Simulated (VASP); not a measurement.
Bulk modulus against bond length in rock-salt alkali halides

PBE in VASP (plane waves, PAW). Static lattice, from a third-order Birch-Murnaghan fit over five volumes at each level. The bond length is the nearest-neighbour distance.

Here d stands for bond length and y for ln of B0 in GPa.

| solid | bond length (Å) | ln of B0 in GPa | cut-off (eV) |
|---|---|---|---|
| LiF | 2.034 | ? | 520 |
| LiCl | 2.575 | 3.459 | 520 |
| KF | 2.717 | 3.362 | 520 |
| LiBr | 2.756 | 3.248 | 520 |
| KCl | 3.195 | 2.787 | 520 |
| NaI | 3.266 | 2.716 | 520 |
| RbCl | 3.352 | 2.650 | 520 |
| KBr | 3.356 | 2.597 | 520 |
| KI | 3.595 | 2.357 | 520 |

The 8 complete rows are fitted with a straight line in ln d, y against d. With u = ln d - 1.13, the rows have u = -0.18415, -0.13047, -0.11622, 0.03159, 0.05357, 0.07956, 0.08075, 0.14954. Means: u -0.0044788, y 2.8970. About the means, the sum of products is -0.34275 and the sum of squares of u is 0.10336; the slope is their ratio. Least squares gives y = 2.8821 - 3.3161·u. Residuals (row less fit): -0.0338, 0.0472, -0.0195, 0.0097, 0.0115, 0.0317, -0.0173, -0.0292; standard error 0.0320 (degrees of freedom: 6). The slope is -3.32 with a standard error of 0.099. So B0 goes as d to the power -3.3 over these rows; such a law is empirical and holds within one kind of bonding.

Task: Predict the withheld y at d = 2.034 from the fit, and compare with the calculation.

Result: u = -0.42000, so y = 2.8821 - 3.3161 × (-0.42000) = 4.2749. The calculation gives 4.211, 0.0639 below the prediction (3.4 % of the range of y in the table). The row lies outside the fitted rows, so this is an extrapolation. From the scatter of the fitted rows alone, a prediction at this place has a standard error of 0.0535, so the miss is 1.2 times that.

The run's B0 for LiF is 67 GPa. The rows are a random draw from the solids of this series computed here; series whose standard error about the line passes 12 to 30 % of the range of y, or with no trend, aren't shown in this form.
